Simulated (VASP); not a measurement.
# SbC2 with r2SCAN: from relaxation to properties, part 4 of 7

What structure does SbC2 take at this level, and what are its properties? The cell is invented: it takes the structure of a Materials Project entry for LuC2 (space group 139 there), with some of its atoms replaced by other elements, volume scaled by an estimate. It may not be a known or stable phase.

VASP 6.6.1, plane waves and PAW; the level of theory is named at each step.

Still holding for the runs below: This run has no spin polarisation. Its electron count is odd, so without a moment it is a metal by construction.

So far. Step 5 (Bands along the symmetry lines (r2SCAN)): There is no gap at this level. Step 6 (Total and projected DOS (r2SCAN)): The finer mesh and the other smearing move the Fermi level by +0.01 eV from the 8×8×8 run, a small shift, which tests the Fermi level alone. Of the states within 0.3 eV of the Fermi level, the largest shares in the PAW spheres are Sb p 30 % and C p 13 %. The rest lies in smaller channels or between the spheres.

### Step 7. Zone-centre phonons (r2SCAN)

Level of this step: r2SCAN; plane waves and PAW (Sb, C); invented cell (VASP).

Zone-centre modes test whether the atoms sit at a minimum within this cell. IBRION = 6 takes the force constants from differences of forces between displaced cells, so the forces must be tight.

Contents of INCAR:

```
SYSTEM = SbC2
PREC = Accurate
ENCUT = 520
EDIFF = 1E-08
NELM = 100
ISMEAR = 1
SIGMA = 0.2
LREAL = .FALSE.
ALGO = Normal
METAGGA = R2SCAN
LASPH = .TRUE.
NBANDS = 12
LORBIT = 11
LWAVE = .FALSE.
LCHARG = .FALSE.
IBRION = 6
NFREE = 2
POTIM = 0.015
ISIF = 2
NSW = 1
```

Contents of POSCAR:

```
SbC2
1.0
   -2.0794198753      2.0794198753      3.0636647962
    2.0794198753     -2.0794198753      3.0636647962
    2.0794198753      2.0794198753     -3.0636647962
Sb C
1 2
Direct
    0.0000000000      0.0000000000      0.0000000000
    0.6042858710      0.6042858710      0.0000000000
    0.3957141290      0.3957141290      0.0000000000
```

Contents of KPOINTS:

```
Automatic mesh
0
Gamma
13 13 13
0 0 0
```

The projector-augmented-wave data sets are Sb and C (PBE family, release 64).

Started as:

```sh
$ mpirun -np 1 vasp_std
```

Output:

```text
[... set-up lines as in an earlier step ...]
 entering main loop
       N       E                     dE             d eps       ncg     rms          rms(c)
DAV:   1     0.180949491971E+02    0.18095E+02   -0.52077E+03  4720   0.867E+02
DAV:   2    -0.406666926310E+02   -0.58762E+02   -0.55827E+02  6260   0.166E+02
DAV:   3    -0.453189569773E+02   -0.46523E+01   -0.45570E+01  5588   0.486E+01
DAV:   4    -0.453905466061E+02   -0.71590E-01   -0.71428E-01  5252   0.723E+00
DAV:   5    -0.453916665941E+02   -0.11200E-02   -0.11198E-02  5576   0.900E-01    0.816E+00
DAV:   6    -0.399206385672E+02    0.54710E+01   -0.76212E+00  5652   0.175E+01    0.392E+00
DAV:   7    -0.400217109639E+02   -0.10107E+00   -0.71097E-01  5244   0.602E+00    0.227E+00
DAV:   8    -0.400185428361E+02    0.31681E-02   -0.32378E-02  4952   0.151E+00    0.593E-01
DAV:   9    -0.400206831462E+02   -0.21403E-02   -0.84134E-03  5564   0.701E-01    0.119E-01
DAV:  10    -0.400207707636E+02   -0.87617E-04   -0.84851E-04  5156   0.245E-01    0.306E-02
DAV:  11    -0.400207800840E+02   -0.93204E-05   -0.64623E-05  5396   0.626E-02    0.176E-02
DAV:  12    -0.400207808524E+02   -0.76831E-06   -0.14059E-05  5060   0.303E-02    0.448E-03
DAV:  13    -0.400207814690E+02   -0.61667E-06   -0.19907E-06  5252   0.125E-02    0.164E-03
DAV:  14    -0.400207816396E+02   -0.17054E-06   -0.81466E-08  5472   0.249E-03    0.462E-04
DAV:  15    -0.400207817329E+02   -0.93303E-07   -0.60158E-09  2972   0.660E-04    0.128E-04
DAV:  16    -0.400207817343E+02   -0.14409E-08   -0.10303E-09  2600   0.297E-04
   1 F= -.40020782E+02 E0= -.40020791E+02  d E =0.276566E-04
 Found     4 degrees of freedom:
 Finite differences POTIM= 0.01500 DOF=   4
 bond charge predicted
       N       E                     dE             d eps       ncg     rms          rms(c)
DAV:   1    -0.400200555581E+02    0.72617E-03   -0.57571E-02  8772   0.141E+00    0.264E-02
DAV:   2    -0.400204134658E+02   -0.35791E-03   -0.10525E-03  8760   0.261E-01    0.167E-02
DAV:   3    -0.400204308445E+02   -0.17379E-04   -0.33849E-05  9756   0.438E-02    0.527E-03
DAV:   4    -0.400204333165E+02   -0.24720E-05   -0.24339E-06  9156   0.120E-02    0.224E-03
DAV:   5    -0.400204337577E+02   -0.44125E-06   -0.49865E-07  9164   0.569E-03    0.321E-04
DAV:   6    -0.400204337634E+02   -0.56318E-08   -0.14281E-08  8228   0.912E-04
   2 F= -.40020434E+02 E0= -.40020443E+02  d E =0.291515E-04
[...]
3 F= -.40020434E+02 E0= -.40020443E+02  d E =0.291489E-04
[...]
4 F= -.40020815E+02 E0= -.40020828E+02  d E =0.374083E-04
[...]
5 F= -.40020815E+02 E0= -.40020828E+02  d E =0.374095E-04
[...]
6 F= -.40020944E+02 E0= -.40020953E+02  d E =0.269700E-04
[...]
7 F= -.40020944E+02 E0= -.40020953E+02  d E =0.269741E-04
[...]
8 F= -.40012815E+02 E0= -.40012901E+02  d E =0.255247E-03
 Finite differences progress:
  Degree of freedom:   4/  4
  Displacement:        1/  2
  Total:               7/  8
 bond charge predicted
       N       E                     dE             d eps       ncg     rms          rms(c)
DAV:   1    -0.400171027316E+02   -0.42873E-02   -0.22724E+00  4704   0.127E+01    0.563E-01
DAV:   2    -0.400131932895E+02    0.39094E-02   -0.40537E-02  5144   0.151E+00    0.289E-01
DAV:   3    -0.400130364193E+02    0.15687E-03   -0.40551E-03  5500   0.481E-01    0.153E-01
DAV:   4    -0.400130488332E+02   -0.12414E-04   -0.41510E-04  5164   0.155E-01    0.515E-02
DAV:   5    -0.400130569736E+02   -0.81403E-05   -0.99105E-05  5220   0.780E-02    0.131E-02
DAV:   6    -0.400130569236E+02    0.49955E-07   -0.96312E-06  5100   0.262E-02    0.630E-03
DAV:   7    -0.400130563428E+02    0.58085E-06   -0.21874E-06  5380   0.110E-02    0.145E-03
DAV:   8    -0.400130563999E+02   -0.57138E-07   -0.17352E-07  4988   0.351E-03    0.434E-04
DAV:   9    -0.400130563874E+02    0.12466E-07   -0.80611E-09  2608   0.805E-04    0.132E-04
DAV:  10    -0.400130563798E+02    0.76557E-08   -0.21271E-09  2468   0.411E-04
   9 F= -.40013056E+02 E0= -.40012927E+02  d E =-.388119E-03
 Finite differences progress:
  Degree of freedom:   4/  4
  Displacement:        2/  2
  Total:               8/  8
```

Elapsed: 19 min, on 1 MPI rank of Intel Xeon 6975P-C (Granite Rapids), shared host; peak memory 0.71 GiB.

OUTCAR, selected parts (step 7):

```text
   k-points           NKPTS =    196   k-points in BZ     NKDIM =    196   number of bands    NBANDS=     12

   NELECT =      13.0000    total number of electrons

 E-fermi :   5.6515

 k-point     1 :       0.0000    0.0000    0.0000
  band No.  band energies     occupation
    ...
      2      -4.5746      2.00000
      3      -1.0549      2.00000
      4       1.5335      2.00000
      5       1.5335      2.00000
      6       4.2216      2.00000
      7       7.2174     -0.00000
      8       7.2174     -0.00000
      9       7.4698     -0.00000
     10       7.4698     -0.00000
     11       7.9408     -0.00000
    ...

  Total        0.0781216      0.0781216      1.0705397      0.0000000     -0.0000000      0.0000000
  in kB        2.3620876      2.3620876     32.3688851      0.0000000     -0.0000000      0.0000000
  external PRESSURE =      12.3643534 kB  Pullay stress =       0.0000000 kB

 POSITION                                       TOTAL-FORCE (eV/Angst)
 -----------------------------------------------------------------------------------
      0.00000      0.00000      0.00000        -0.000000     -0.000000      0.002440
      0.00000      0.00000      3.68766         0.000000      0.000000      1.073302
      0.00000      0.00000      2.42467         0.000000      0.000000     -1.075742
 -----------------------------------------------------------------------------------
    total drift:                                0.000000      0.000000      0.000039

  FREE ENERGIE OF THE ION-ELECTRON SYSTEM (eV)
  ---------------------------------------------------
  free  energy   TOTEN  =       -40.0130563798 eV

  energy  without entropy=      -40.0126682606  energy(sigma->0) =      -40.01292701

 Eigenvectors and eigenvalues of the dynamical matrix
 ----------------------------------------------------

   1 f  =   53.305433 THz   334.927914 2PiTHz 1778.077858 cm-1   220.453459 meV
             X         Y         Z           dx          dy          dz
      0.000000  0.000000  0.000000    -0.000000    0.000000    0.000000
      0.000000  0.000000  3.702659     0.000000   -0.000000    0.707107
      0.000000  0.000000  2.424671     0.000000   -0.000000   -0.707107

   2 f  =    6.134666 THz    38.545246 2PiTHz  204.630444 cm-1    25.370930 meV
             X         Y         Z           dx          dy          dz
      0.000000  0.000000  0.000000     0.405875    0.000211   -0.000000
      0.000000  0.000000  3.702659    -0.646245   -0.000335   -0.000000
      0.000000  0.000000  2.424671    -0.646245   -0.000335    0.000000

   3 f  =    6.134666 THz    38.545246 2PiTHz  204.630444 cm-1    25.370930 meV
             X         Y         Z           dx          dy          dz
      0.000000  0.000000  0.000000    -0.000211    0.405875    0.000000
      0.000000  0.000000  3.702659     0.000335   -0.646245    0.000000
      0.000000  0.000000  2.424671     0.000335   -0.646245    0.000000

   4 f  =    0.030062 THz     0.188887 2PiTHz    1.002769 cm-1     0.124327 meV
             X         Y         Z           dx          dy          dz
      0.000000  0.000000  0.000000    -0.000000    0.000000   -0.920004
      0.000000  0.000000  3.702659    -0.000000    0.000000   -0.277122
      0.000000  0.000000  2.424671    -0.000000    0.000000   -0.277122

   5 f/i=    0.000471 THz     0.002957 2PiTHz    0.015697 cm-1     0.001946 meV
             X         Y         Z           dx          dy          dz
      0.000000  0.000000  0.000000    -0.892582    0.196375    0.000000
      0.000000  0.000000  3.702659    -0.280294    0.061667    0.000000
      0.000000  0.000000  2.424671    -0.280294    0.061667    0.000000

   6 f/i=    0.000471 THz     0.002957 2PiTHz    0.015697 cm-1     0.001946 meV
             X         Y         Z           dx          dy          dz
      0.000000  0.000000  0.000000     0.196375    0.892582    0.000000
      0.000000  0.000000  3.702659     0.061667    0.280294    0.000000
      0.000000  0.000000  2.424671     0.061667    0.280294    0.000000

   7 f/i=    1.963853 THz    12.339251 2PiTHz   65.507076 cm-1     8.121839 meV
             X         Y         Z           dx          dy          dz
      0.000000  0.000000  0.000000     0.000000    0.000000   -0.391910
      0.000000  0.000000  3.702659     0.000000    0.000000    0.650541
      0.000000  0.000000  2.424671     0.000000    0.000000    0.650541

   8 f/i=    9.484769 THz    59.594561 2PiTHz  316.377835 cm-1    39.225835 meV
             X         Y         Z           dx          dy          dz
      0.000000  0.000000  0.000000     0.000000   -0.000000   -0.000000
      0.000000  0.000000  3.702659     0.707107   -0.000157   -0.000000
      0.000000  0.000000  2.424671    -0.707107    0.000157   -0.000000

   9 f/i=    9.484769 THz    59.594561 2PiTHz  316.377835 cm-1    39.225835 meV
             X         Y         Z           dx          dy          dz
      0.000000  0.000000  0.000000     0.000000    0.000000    0.000000
      0.000000  0.000000  3.702659    -0.000157   -0.707107    0.000000
      0.000000  0.000000  2.424671     0.000157    0.707107    0.000000

 ELASTIC MODULI CONTR FROM IONIC RELAXATION (kBar)
 Direction    XX          YY          ZZ          XY          YZ          ZX
 --------------------------------------------------------------------------------
 XX          -0.3662     -0.3662    -29.8916      0.0000      0.0000      0.0000
 YY          -0.3662     -0.3662    -29.8916      0.0000      0.0000      0.0000
 ZZ         -29.8916    -29.8916  -2440.2372      0.0000      0.0000      0.0000
 XY           0.0000      0.0000      0.0000      0.0000      0.0000      0.0000
 YZ           0.0000      0.0000      0.0000      0.0000     -0.0000     -0.0000
 ZX           0.0000      0.0000      0.0000      0.0000      0.0000      0.0000
 --------------------------------------------------------------------------------

[... 6 parts as in an earlier step ...]

[... 10 further parts left out ...]
```

CONTCAR:

```
SbC2
   1.00000000000000
    -2.0794198753000002    2.0794198753000002    3.0636647961999999
     2.0794198753000002   -2.0794198753000002    3.0636647961999999
     2.0794198753000002    2.0794198753000002   -3.0636647961999999
  Sb              C
     1     2
Direct
     0.0000000000000000    0.0000000000000000    0.0000000000000000
     0.6018378225028874    0.6018378225028874    0.0000000000000000
     0.3957141289999981    0.3957141289999981    0.0000000000000000
```

The last energy, forces, stress and levels in OUTCAR belong to the last displaced cell, not to the cell of POSCAR.

This step gave:

```
bands                     : 12
irreducible k-points      : 196
pressure of the cell      : 0.03741 GPa
largest force of the cell : 0.02511 eV/Å
```

Modes at Γ, with each element's share of the kinetic energy (negative means imaginary):

| mode | frequency (cm⁻¹) | symmetry | Sb % | C % |
| --- | --- | --- | --- | --- |
| 1 | -316.4 | Eg | 0 | 100 |
| 2 | -316.4 | Eg | 0 | 100 |
| 3 | -65.5 | A2u | 15 | 85 |
| 4 | 0.0 | acoustic | 84 | 16 |
| 5 | 0.0 | acoustic | 84 | 16 |
| 6 | 1.0 | acoustic | 85 | 15 |
| 7 | 204.6 | Eu | 16 | 84 |
| 8 | 204.6 | Eu | 16 | 84 |
| 9 | 1778.1 | A1g | 0 | 100 |

Displacements in mode 1 (-316.4 cm⁻¹), the largest set to 1:
```
Sb1  0.00  0.00  0.00
C2   0.00 -1.00  0.00
C3   0.00  1.00  0.00
```

Displacements in mode 9 (1778.1 cm⁻¹), the largest set to 1:
```
Sb1  0.00  0.00  0.00
C2   0.00  0.00  1.00
C3   0.00  0.00 -1.00
```

The three acoustic modes lie within 1.0 cm⁻¹ of zero, but 3 optical modes are imaginary, so the cell is a saddle point and not a minimum. By the characters of their eigenvectors the optical modes sort into (cm⁻¹) Raman active: Eg 316i, A1g 1778; infrared active: A2u 66i, Eu 205. With a centre of inversion no mode is active in both.

[end of part 4 of 7]

[Lines on the potential files, build, host, timing and source positions are cut from VASP's logs without a mark.]

[Logs are printed without paths, hosts, clocks, repeated set-up lines and the standing remarks that a program may print on its own settings, such as how far it seeks lower states.]

[Hosts, paths, dates, database ids (printed as entryN), source tags and the programs' standing remarks are cut or masked in the printed files.]

[A measured line is paired with the nearest computed mode of its activity, which favours agreement.]
